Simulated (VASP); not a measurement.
Computed with PBEsol GGA, VASP's PBE PAW potentials (set 64) (plane waves; VASP 6.6.1).

VASP ran on this input.

### KPOINTS
```
Automatic mesh
0
Gamma
12 12 12
0 0 0
```

### INCAR
```
NELM=100   # most electronic steps
PREC=Accurate
SYSTEM=RuAl
GGA=PS   # PBEsol
ENCUT=480
LCHARG=.FALSE.
ALGO=Normal
LASPH=.TRUE.
LREAL=.FALSE.   # projection in real space or not
LWAVE=.FALSE.
SIGMA=0.1
EDIFF=1E-7
LMAXMIX=4   # l cut-off of mixed one-centre charges
ISIF=2   # forces and stress, cell fixed
ISMEAR=1
```

POSCAR:
```
RuAl
1
    2.9600778345     0.0000000000     0.0000000000
    0.0000000000     2.9600778345     0.0000000000
    0.0000000000     0.0000000000     2.9600778345
Al Ru
1 1
Direct
  0.5000000000   0.5000000000   0.5000000000
  0.0000000000   0.0000000000   0.0000000000
```

POTCAR, in this order: Al Ru_pv (PBE.64 set). Program: vasp_std.

Problem. Estimate the energy per atom (σ→0), pressure, band gap (on the k-mesh).

Solution. 
```
Item                                                        Result
------------------------  ----------------------------------------
energy per atom (σ→0)                           -748.8 kJ/mol-atom
band gap (on the k-mesh)  none (metal, semimetal or under 0.01 eV)
pressure                                                  3.66 GPa
```

**OSZICAR**
```
...
DAV:   7    -0.155414216679E+02    0.77593E-01   -0.29652E-01  2132   0.657E+00    0.225E+00
DAV:   8    -0.155217675355E+02    0.19654E-01   -0.19219E-02  2224   0.127E+00    0.233E-01
DAV:   9    -0.155215788781E+02    0.18866E-03   -0.30935E-04  2376   0.152E-01    0.151E-01
DAV:  10    -0.155215711695E+02    0.77086E-05   -0.29228E-05  2624   0.703E-02    0.138E-02
DAV:  11    -0.155215696655E+02    0.15040E-05   -0.23649E-06  2332   0.208E-02    0.737E-03
DAV:  12    -0.155215692479E+02    0.41764E-06   -0.68069E-08  1344   0.279E-03    0.278E-04
DAV:  13    -0.155215692715E+02   -0.23601E-07   -0.75158E-09  1076   0.888E-04
   1 F= -.15521569E+02 E0= -.15521432E+02  d E =-.412727E-03
```

The compound is RuAl in the CsCl type structure. This cell was strained or had an atom moved on purpose. The electron count is odd and the run is not spin-polarised, which forces a metal.
